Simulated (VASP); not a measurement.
Runs of VASP 6.6.1 on MgI2. It takes space group P-3m1 (No. 164, trigonal). Conventional cell: a = 4.124 Å, b = 4.124 Å, c = 6.834 Å, α = 90.00°, β = 90.00°, γ = 120.00°. Mg (site symmetry -3m) is surrounded by 6 I at 2.91 Å. Around I (site symmetry 3m) lie 3 Mg at 2.91 Å. 

```csv
task,potentials or basis,cell,k mesh,cutoff (eV),dipole correction,gap on the mesh (eV),pressure (GPa),largest force (eV/Å)
single point,"VASP PAW PBE potentials, release 64 (Mg, I)","P-3m1, 33.56 Å³/atom",6 × 6 × 4,520,no,3.52,0.0,0.01
single point,"VASP PAW PBE potentials, release 64 (I, Mg)","P-3m1, 160.59 Å³/atom",6 × 6 × 1,520,yes,(a),-,(b)
single point,"VASP PAW PBE potentials, release 64 (I, Mg)","P-3m1, 161.13 Å³/atom",6 × 6 × 1,520,yes,3.62,-,0.01
relaxation of cell and atoms,"VASP PAW PBE potentials, release 64 (Mg, I)",relaxed,6 × 6 × 4,600,no,3.51,0.0,-
```

Alike in all rows: level PBE+D3(BJ); no spin polarisation; smearing gaussian 0.02 eV.

Fill in the values left out.

(a) 3.63; (b) 0.03.

Caveats: spin-orbit coupling is left out, which moves the levels of the heavy elements.

A k mesh can miss the band edges, and the runs leave out spin-orbit coupling on I.
